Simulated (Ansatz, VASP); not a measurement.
This is a calculation of GeCN2 for Ansatz 0.2.0.

The input input.yaml:

```yaml
crystal:
  lattice:
    - [1.7695469874, 1.0216484295, 4.8554361226]
    - [-1.7695469874, 1.0216484295, 4.8554361226]
    - [0.0, -2.043296859, 4.8554361226]
  atoms:
    - { symbol: Ge, position: [0.0, 0.0, 0.0] }
    - { symbol: "N", position: [0.5839044, 0.5839044, 0.5839044] }
    - { symbol: "N", position: [0.4160956, 0.4160956, 0.4160956] }
    - { symbol: C, position: [0.5, 0.5, 0.5] }
hamiltonian:
  xc: pbesol
  pseudopotentials: { kind: paw }
kpoints:
  mp_grid: { grid: [9, 9, 9] }
scf:
  occupations: { method: fermi_dirac, width: 0.05 }
output:
  forces: true
  stress: true
  eigenvalues: true
```

Potentials or basis: Ansatz PAW.

Launch:

```sh
$ ansatz run input.yaml --threads 1 --pin off --max-ram 3584MiB --backend cpu --events-out ev --progress --plain --runs-dir out
```

Problem. Translate it to VASP 6.6.1. Potentials there: VASP PAW PBE potentials, release 64 (Ge_d, N, C).

Solution. As run (the cutoff follows the program's own potentials):

The input INCAR:

```
  ALGO = Normal
  EDIFF = 1E-7
  ENCUT = 520
  GGA = PS
  ISIF = 2
  ISMEAR = -1
  LASPH = True
  LCHARG = False
  LREAL = False
  LWAVE = False
  NBANDS = 22
  NELM = 60
  PREC = Accurate
  SIGMA = 0.05
```

KPOINTS

```
k-points
0
Gamma
  9 9 9
```

Contents of POSCAR:

```
GeCN2
1.0
    1.7695469874      1.0216484295      4.8554361226
   -1.7695469874      1.0216484295      4.8554361226
    0.0000000000     -2.0432968590      4.8554361226
Ge N C
1 2 1
Direct
    0.0000000000      0.0000000000      0.0000000000
    0.5839044000      0.5839044000      0.5839044000
    0.4160956000      0.4160956000      0.4160956000
    0.5000000000      0.5000000000      0.5000000000
```

Potentials or basis: VASP PAW PBE potentials, release 64 (Ge_d, N, C).

The run is started by

```bash
$ cat potpaw_PBE.64/Ge_d/POTCAR potpaw_PBE.64/N/POTCAR potpaw_PBE.64/C/POTCAR > POTCAR
$ mpirun -np 1 vasp_std > vasp.out
```

Both were run:

|  | VASP | Ansatz | Ansatz less VASP |
| --- | --- | --- | --- |
| gap on the k mesh at the Fermi level (eV) | 0.90 | 0.90 | +0.002 |
| least direct gap on the mesh (eV) | 1.65 | 1.67 | +0.019 |
| pressure (GPa) | 2.5 | 2.3 | -0.26 |
| largest component of the traceless stress (GPa) | 7.62 | 6.82 | -0.805 |
| rms of the force components (eV/Å) | 0.586 | 0.526 | -0.0606 |

Atom by atom the forces differ by 0.061 eV/Å (rms over components).

Caveats: the standard files for N, O and F lose accuracy on very short bonds (VASP); the PAW data sets were made with another functional, which shifts forces and pressure a little (VASP); an odd mesh through Γ misses points on the zone boundary, where band edges often lie (VASP); odd divisions of the mesh miss points on the zone boundary, where band edges often lie, so the gap on the mesh can be too wide (Ansatz); the pressure holds a Pulay correction of +0.5 GPa for the finite cutoff (Ansatz); the PAW data sets come from PBE, with cores solved anew for the run's functional, which leaves a small shift of forces and pressure (Ansatz); forces of over 1 eV/Å show positions far from the minimum, so gaps and moduli don't describe the material at rest (Ansatz).
